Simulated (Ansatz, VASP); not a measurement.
**Cross-check of TaZn2 (Zn-Ta-Zn stack, (100) layers) between VASP and Ansatz**

One calculation is typed for both programs; each brings its own data sets. How far apart do they land? The cell is taken from a series of runs on this material, whose earlier steps may have relaxed, scaled, displaced or heated it; both programs get it as it stands.

Program: Ansatz 0.2.0. Level of theory: plane waves, with VASP 6.6.1 beside it; LDA. Results are calculated unless marked as measured.

### Step 1. The structure

The cell holds 3 atoms: 2 Zn and 1 Ta. Its edges and angles: a = 2.705 Å, b = 2.705 Å, c = 32.141 Å, α = 90.0°, β = 90.0°, γ = 90.0°. It derives from TaZn2. Vacuum lies along c.

### Step 2. Ansatz: zone-centre phonons, LDA

Ansatz runs on its default PAW (the set named soft_2) files.

Second derivatives magnify differences that forces hide, and they need a tight electronic threshold.

input.yaml reads:

```yaml
crystal:
  lattice:
    - [2.7051213561, 0.0, 0.0]
    - [0.0, 2.7051213561, 0.0]
    - [0.0, 0.0, 32.1406778114]
  atoms:
    - { symbol: Zn, position: [0.0, 0.0, 0.1750150771] }
    - { symbol: Ta, position: [0.5, 0.5, 0.2359990677] }
    - { symbol: Zn, position: [0.0, 0.0, 0.2969830584] }
  periodic: [true, true, false]
kpoints:
  mp_grid: { grid: [6, 6, 1] }
hamiltonian:
  xc: lda
scf:
  occupations: { method: methfessel_paxton, width: 0.2 }
output:
  eigenvalues: true
phonons:
  method: dfpt
  qmesh: [2, 2, 1]
  temperatures: { t_max: 1000, t_step: 50 }
  qpath:
    path: [[0.0, 0.0, 0.0], [0.0, 0.5, 0.0], [0.5, 0.5, 0.0], [0.0, 0.0, 0.0]]
    npoints: 10
```

Launch:

```
$ ansatz run input.yaml --threads 4 --pin off --max-ram 16384MiB --backend cpu --events-out ev --progress --plain --runs-dir out
```

Numbers of over 12 decimals in the logs are rounded to 6 here.

What it wrote:

```text
Warning: crystal.symmetry: narrowed to the stabiliser of the run's FFT grids — unitary ops 16 → 8. A phonons.method: dfpt run fills in the rows of the dynamical matrix that it does not solve by its symmetry operations, which is exact only for operations that map its FFT grids onto themselves: filled in by any other, the frequencies could depend on the order in which like atoms are typed, or, by more than the grids' own error, on where the crystal sits among the grids' points. Excluded: 8 operations. The run can therefore solve more perturbations, solve them on more k-points, or both, and cost more. [rest of the remark cut]
Engine: ansatz 0.2.0, aarch64-unknown-linux-gnu
Pseudopotentials: kind: paw
Pseudopotential: Zn, paw, valence charge 12, recommended cutoff 420 eV (normal), Zn.paw.azcp
Pseudopotential: Ta, paw, valence charge 13, recommended cutoff 420 eV (normal), Ta.paw.azcp
Functional definition: SPW92
  exchange = slater_x
  correlation = pw_c
Crystal: 3 atoms, lattice volume = 235.195 Å³
Basis set: ecut = 420 eV, 4695 PW (Γ), exchange–correlation on 40×40×432 points (8 copies of the dense FFT grid, shifted against one another)
Bands: 23, of which v1, the nominal top of the filled ones, is band 19 counted from 1 (18 counted from 0)
Symmetry: 16 space group operations
k-points: 10 of 36 (irreducible under 8 space group operations)
Non-local potential: Zn, projectors of the file, l = 0: 2, l = 1: 2, l = 2: 3, l = 3: 1
Non-local potential: Ta, projectors of the file, l = 0: 3, l = 1: 2, l = 2: 2, l = 3: 1
PAW form: soft (Blöchl's): semilocal exchange-correlation on the pseudo side does not see the compensation charge
PAW frozen core: Zn, regenerated for the run's functional, and the local potential with it (the file was generated under x = pbe(κ = 0.804, μ = 0.219515), c = pbe(β = 0.066725))
PAW frozen core: Ta, regenerated for the run's functional, and the local potential with it (the file was generated under x = pbe(κ = 0.804, μ = 0.219515), c = pbe(β = 0.066725))
PAW one-centre angular grid: Zn, 590 points (default); XC on 64 Gauss nodes
PAW one-centre angular grid: Ta, 590 points (default); XC on 64 Gauss nodes
Initial density: superposition of atomic densities (neutral atoms: chi_scale 0, normalization atom), corrected by the library's trained network
Initial wavefunctions: pseudopotential atomic-orbital guess
Functional: x = slater, c = lda
SCF iter   1: F=—  HF=-16173.849889 eV  |F-HF|=—  |Δ(HF+E_count)|=         —  Δρ=5.57e-3  dr2=4.20e-1  ethr=1.77e-3  ⟨swp⟩=15.8  Hψ=2068  notcnv=0
preconditioner: auto → LDOS  [metal: Δε(μ)=0.115 eV  Ē_g=8.612 eV  σ=0.200 eV  W_gap=0.45  n_scr=20 (ndim 8)  ℏωp=13.0 eV  f_vac=0.748  D(μ)=1.42/eV (n_scr^D=10)  β→1.0]
SCF iter   2: F=—  HF=-16173.807702 eV  |F-HF|=—  |Δ(HF+E_count)|=   4.22e-2  S|Δr|=    0.00e0  Δρ=2.91e-3  dr2=5.79e-2  ethr=1.14e-3  ⟨swp⟩=2.9  Hψ=458  notcnv=0  defer=3
SCF iter   3: F=—  HF=-16173.803852 eV  |F-HF|=—  |Δ(HF+E_count)|=   3.85e-3  S|Δr|=    0.00e0  Δρ=1.76e-3  dr2=1.29e-2  ethr=1.56e-4  ⟨swp⟩=3.1  Hψ=518  notcnv=0  defer=3
SCF iter   4: F=—  HF=-16173.802557 eV  |F-HF|=—  |Δ(HF+E_count)|=   1.30e-3  S|Δr|=    0.00e0  Δρ=9.26e-4  dr2=2.82e-3  ethr=3.50e-5  ⟨swp⟩=2.6  Hψ=461  notcnv=0  defer=1
SCF iter   5: F=—  HF=-16173.801854 eV  |F-HF|=—  |Δ(HF+E_count)|=   7.03e-4  S|Δr|=    0.00e0  Δρ=1.94e-4  dr2=1.22e-4  ethr=7.61e-6  ⟨swp⟩=3.1  Hψ=470  notcnv=0  defer=1
SCF iter   6: F=—  HF=-16173.801894 eV  |F-HF|=—  |Δ(HF+E_count)|=   4.03e-5  S|Δr|=    0.00e0  Δρ=7.32e-5  dr2=2.20e-5  ethr=3.29e-7  ⟨swp⟩=3.1  Hψ=466  notcnv=0  defer=1
SCF iter   7: F=—  HF=-16173.801904 eV  |F-HF|=—  |Δ(HF+E_count)|=   1.00e-5  S|Δr|=    0.00e0  Δρ=1.66e-5  dr2=2.02e-6  ethr=5.94e-8  ⟨swp⟩=2.8  Hψ=392  notcnv=0  defer=1
SCF iter   8: F=—  HF=-16173.801924 eV  |F-HF|=—  |Δ(HF+E_count)|=   2.03e-5  S|Δr|=    0.00e0  Δρ=6.35e-6  dr2=6.30e-8  ethr=5.46e-9  ⟨swp⟩=3.2  Hψ=513  notcnv=0  defer=1
SCF iter   9: F=—  HF=-16173.801924 eV  |F-HF|=—  |Δ(HF+E_count)|=   3.85e-7  S|Δr|=    0.00e0  Δρ=2.63e-6  dr2=1.10e-8  ethr=1.70e-10  ⟨swp⟩=3.7  Hψ=576  notcnv=0  defer=1
SCF iter  10: F=—  HF=-16173.801925 eV  |F-HF|=—  |Δ(HF+E_count)|=   8.24e-8  S|Δr|=    0.00e0  Δρ=8.56e-7  dr2=8.30e-10  ethr=2.96e-11  ⟨swp⟩=2.8  Hψ=454  notcnv=0  defer=1
SCF iter  11: F=—  HF=-16173.801925 eV  |F-HF|=—  |Δ(HF+E_count)|=   2.74e-8  S|Δr|=    0.00e0  Δρ=2.14e-7  dr2=7.46e-11  ethr=2.24e-12  ⟨swp⟩=3.6  Hψ=592  notcnv=0  defer=1
SCF iter  12: F=-16173.801925 eV  HF=-16173.801925 eV  |F-HF|=8.62e-10  |Δ(HF+E_count)|=   2.77e-9  S|Δr|=    0.00e0  Δρ=5.46e-8  dr2=2.22e-12  ethr=1.00e-12  ⟨swp⟩=15.6  Hψ=2125  notcnv=0
SCF 1 converged in 12 iterations: F = -16173.801925 eV  dr2 = 2.22e-12
  greatest PAW one-centre occupation: 1.000 electrons in one spin orbital (limit 2), on the Ta atom at site 1 (counted from 0), in its partial waves of l = 0
phonons: the bands overlap, so this run is a metal and interpolates without the dipole-dipole term. If the crystal is really an insulator or semiconductor, its LO-TO splitting is missing
NSCF: frozen V_eff on 10 k-points
WARN: eigensolver did not converge (k=0): 1 band(s) unlocked after 2 eigensolves, warm-restarted (20 sweeps on the last) at ethr=1.24e-12 eV (storage-precision floor; scheduled 1.00e-12 eV) (lowest unlocked band 22, counted from 0; max residual 9.21e-5 eV among the unlocked bands, 9.21e-5 eV over every band; other slots of this pass that fall short are told together in one closing line; warning suppressed until the next SCF loop or pass starts)
WARN: eigensolver did not converge in 3 slots of this pass, the one above among them; of largest residual over every band (k=1): 1 band(s) unlocked (lowest unlocked band 22, counted from 0; max residual 1.00e-3 eV among the unlocked bands, 1.00e-3 eV over every band); of lowest unlocked band (k=0): band 22
NSCF: frozen V_eff on 16 k-points
DFPT response loops at q = (0, 0, 0) (fractional): preconditioner auto → none (partly filled bands, converged f_vac=0.753); β = 0.50; Broyden in place of MSR1
NSCF: frozen V_eff on 32 k-points
DFPT response loops at q = (0, -0.5, 0) (fractional): mixed as the last ones told, above
NSCF: frozen V_eff on 32 k-points
DFPT response loops at q = (-0.5, -0.5, 0) (fractional): mixed as the last ones told, above
SCF converged after 12 iterations
Stability not checked: this state was not tested for a lower state beside it, because cold or Methfessel-Paxton smearing, or corrected tetrahedra, fill the levels in a way that the test cannot read (fill_not_monotonic; see scf.lower_state_search)
Free energy (F): -16173.801925 eV
Harris-Foulkes:  -16173.801925 eV  (|F-HF|=8.62e-10)
Internal energy: -16173.799870 eV  (E = F + TS)
E sigma→0 (E₀):  -16173.801411 eV
Entropy (-TS):   -0.002054 eV (-0.685 meV/atom)
Fermi energy:    -4.225967 eV
--- Per-component energies (eV) ---
  E_band       = -661.661518
  E_kinetic    = 633.191531
  E_local      = -107813.118208  (includes V_loc(G=0)·N_el)
  E_nonlocal   = 1247.838754
  E_hartree    = 53243.485714
  E_xc         = -489.682554
  E_vxc        = -313.215718  (∫ρ·V_xc dr)
  E_paw        = -11655.118141  (= ΣΔE_a)
  E_vpaw       = -903.328757  (= ΣTr[D̂ρ^β])
  E_aug_tail   = -0.000576  (compensation charges beyond the density's cutoff)
  E_ewald      = 48656.230424
  E_core_change = 3.373185  (= ΣΔE_core)
  E_smearing   = -0.002054  (= −TS)
  E_closure    = -0.000000  (closes the sum)
  Σ components = -16173.801925   (vs F -16173.801925, Δ=0.00e0)
--- Band table (eV; the first three rows and the last of 10) ---
  k-point 0: bands = [... 15 lower, -10.4774, -7.9732, -6.4932, -4.0863, -3.9644, -0.6866, -0.6866, -0.2467]
  k-point 1: bands = [... 15 lower, -10.2787, -7.3487, -5.7286, -4.3187, -3.5830, -1.1847 (-1.1847°), -0.4480, 0.2947]
  k-point 2: bands = [... 15 lower, -9.3140, -6.2374, -5.2034, -4.4004, -2.8948, -1.4301, -0.9607, 0.0609]
  k-point 9: bands = [... 15 lower, -5.8861, -5.8861, -2.2668, -2.2197, -2.2197, -0.8037, 0.9578, 1.7062]
  ° read free of the cell's end (the report's vacuum.weakly_bound_levels)
--- Phonons (Γ-DFPT): 6 representative perturbations + reference (Σ response iterations 22) ---
  ASR residual: 1.669e-5 → 0.000e0 eV/Å²; symmetrization residual: 7.662e-6 eV/Å²
  The last average, over the group as it would stand without the narrowing to the FFT grids, took up to 4.534e-6 eV/Å² of the zone centre's force constants
  ASR residual per site (eV/Å²): 1.55e-5 1.10e-5 1.67e-5
  Γ frequencies (cm⁻¹): 0.00 0.00 0.00 107.89 107.89 134.76 134.76 149.01 178.21
--- Phonons (arbitrary-q DFPT): 3 irreducible q on the 2×2×1 mesh ---
  q = [0.0000, 0.0000, 0.0000] (star 1, of the zone-centre solve; hermiticity 1.73e-6, symmetrization 4.51e-12, taken by the last average 5.11e-7): -0.00 -0.00 0.00 107.89 107.89 134.76 134.76 149.01 178.21
  q = [0.0000, -0.5000, 0.0000] (star 2, 9 solved perturbations on 16 of 36 k-point pairs; hermiticity 6.38e-7, symmetrization 1.45e-9, taken by the last average 6.60e-7): 90.10 103.36 107.03 107.90 139.28 157.09 172.99 181.86 223.10
  q = [-0.5000, -0.5000, 0.0000] (star 1, 6 solved perturbations in 78 linear systems a pass and spin channel, the states on 16 of 36 k-point pairs; hermiticity 1.68e-7, symmetrization 2.60e-9, taken by the last average 3.81e-7): 139.33 139.33 145.95 156.75 156.75 172.43 177.22 216.56 216.56
  sum rule: each row above includes the acoustic sum rule's correction from the zone centre's row sums; it moved no ω² by more than (0.26 cm⁻¹)²
  mesh force constants: q→R imaginary residual 6.86e-18; ASR residual 1.669e-5 → 0.000e0 eV/Å²; symmetrization residual 3.832e-15 eV/Å²
  interpolated dispersion: 31 rows × 9 modes
  density of states and harmonic sums: on the 24×24×1 q-mesh, interpolated from the force constants of a 2×2×1 supercell (no non-analytic term)
  largest difference from the sums on the solved wave vectors: F 1.61e-1 eV, S 2.25e-4 and C_V 6.42e-5 eV/K
  zero-point energy: 0.078579 eV/cell   skipped modes (ω ≤ 0): 3   left out of the sums: 5.79e-4 of the cell's modes: C_V's classical limit lies that fraction below 3 k_B per atom; for a crystal, a wire or a layer, F and S can be off by more, and a phonons.interpolated_qmesh denser along its periods is the remedy for the sampling
```

In the SCF lines HF is the Harris–Foulkes energy and dr2 the Hartree energy of the density residual, in eV; the loop may stop once dr2 is under the threshold and the program's other checks hold. Hψ counts applications of the Hamiltonian.

(Part 1 of 2 ends here.)

[Lines on the potential files, build, host, timing and source positions are cut from VASP's logs without a mark.]

[Logs are printed without paths, hosts, clocks, repeated set-up lines and the standing remarks that a program may print on its own settings, such as how far it seeks lower states.]

[Hosts, paths, dates, database ids (printed as entryN), source tags and the programs' standing remarks are cut or masked in the printed files.]
